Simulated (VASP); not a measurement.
Write the native input for VASP 6.6.1 that does the following.

* Task: single point
* Functional: PBE
* Potentials or basis: VASP PAW PBE potentials, release 64 (Be, H, F)
* Cutoff: 520 eV
* k mesh: 8 × 8 × 5
* Occupations: fermi-dirac, width 0.05 eV
* Spin: no spin polarisation
* Further INCAR settings: ALGO = Normal; EDIFF = 1e-07; NBANDS = 19

The structure of BeHF lies in POSCAR:

```
BeHF
1.0
    3.1711226500      0.0000000000      0.0000000000
    0.0000000000      3.1711226500      0.0000000000
    0.0000000000      0.0000000000      5.2401098700
Be H F
2 2 2
Direct
    0.0000000000      0.5000000000      0.8299999800
    0.5000000000      0.0000000000      0.1700000200
    0.0000000000      0.0000000000      0.0000000000
    0.5000000000      0.5000000000      0.0000000000
    0.0000000000      0.5000000000      0.3300000100
    0.5000000000      0.0000000000      0.6699999900
```

The cell was built by a generator and needn't be a form met in nature.

The input as run:

INCAR

```
PREC = Accurate
ENCUT = 520
EDIFF = 1E-7
ISMEAR = -1
SIGMA = 0.05
LREAL = False
LASPH = True
NELM = 60
ALGO = Normal
ISIF = 2
LWAVE = False
LCHARG = False
GGA = PE
NBANDS = 19
```

KPOINTS

```
Automatic mesh
0
Gamma
  8 8 5
```

Potentials or basis: VASP PAW PBE potentials, release 64 (Be, H, F).

Command:

```console
$ cat potpaw_PBE.64/Be/POTCAR potpaw_PBE.64/H/POTCAR potpaw_PBE.64/F/POTCAR > POTCAR
$ mpirun -np 1 vasp_std > vasp.out
```

It gave:

- Pressure: -19.7 GPa
- Largest force: 0.590 eV/Å
- Band gap on the k mesh: 0.17 eV, direct

Caveat: so large a pressure means that the cell lies far from this level's equilibrium, or that cutoff or potentials fall short; an odd mesh through Γ misses points on the zone boundary, where band edges often lie.

It took 22 s on 1 thread of Intel(R) Xeon(R) Platinum 8375C CPU @ 2.90GHz (Ice Lake) (shared host), peak memory 0.17 GiB.
